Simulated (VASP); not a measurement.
```
Se
1.0
    0.00000     2.77128     2.77128
    2.77128     0.00000     2.77128
    2.77128     2.77128     0.00000
Se
2
Direct
  0.75000   0.75000   0.75000
  0.50000   0.50000   0.50000
```

Method: r2SCAN meta-GGA, VASP's PBE PAW potentials (set 64) (plane waves; VASP). Run with 400 eV cut-off, 8×8×8 Γ-centred mesh, Gaussian smearing of 0.050 eV, potentials Se.

Energy and stress use the plane-wave basis of the starting cell.

Problem. The ions, cell shape and volume are relaxed. What does this cell relax into?

Solution. 
```
Se
1.0
    0.00000     3.14259     3.14259
    3.14259     0.00000     3.14259
    3.14259     3.14259     0.00000
Se
2
Direct
  0.75000   0.75000   0.75000
  0.50000   0.50000   0.50000
```
Space group Fd-3m (227), at a tolerance of 0.03 Å.

Problem. How do energy and volume change from the first to the last step?

Solution. The energy (σ→0) changes by -744.9 meV/atom and the volume by +45.8 %, in 5 ionic steps.

The structure was generated: Se was put into the diamond type (Fd-3m), which need not be its known phase. This run relaxes it. Symmetry was kept, so distortions that lower it aren't found.
